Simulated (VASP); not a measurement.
Input:

```yaml
crystal:
  lattice:
    - [0.00000, 3.09060, 3.09060]
    - [3.09060, 0.00000, 3.09060]
    - [3.09060, 3.09060, 0.00000]
  atoms:
    - { symbol: In, position: [0.00000, 0.00000, 0.00000] }
    - { symbol: As, position: [0.25000, 0.25000, 0.25000] }
```

Level of theory: PBE GGA, VASP's PBE PAW potentials (set 64) (plane waves; VASP). Run with 400 eV cut-off, KSPACING 0.5 per Å, Gaussian smearing of 0.050 eV, potentials In_d As.

Gaps are read on the run's mesh, which can miss a band edge. Unless said otherwise, spin-orbit coupling is left out, though it shifts the bands of the heavy elements here.

**Question.** What does the run give for the energy per atom (σ→0), band gap (on the k-mesh) with the smallest direct gap where there is one?

**Answer.** 
The band gap (on the k-mesh) is none (metal, semimetal or under 0.01 eV) and the energy per atom (σ→0) is -3.797 eV/atom.

Only differences to runs with the same potentials and settings are physical.

The compound is InAs in the zinc blende structure. The cell was not relaxed at this level. The run is one of a series of settings (KGAMMA = .TRUE., KSPACING = 0.5, KPOINTS file removed against the base run), some of them coarse on purpose.
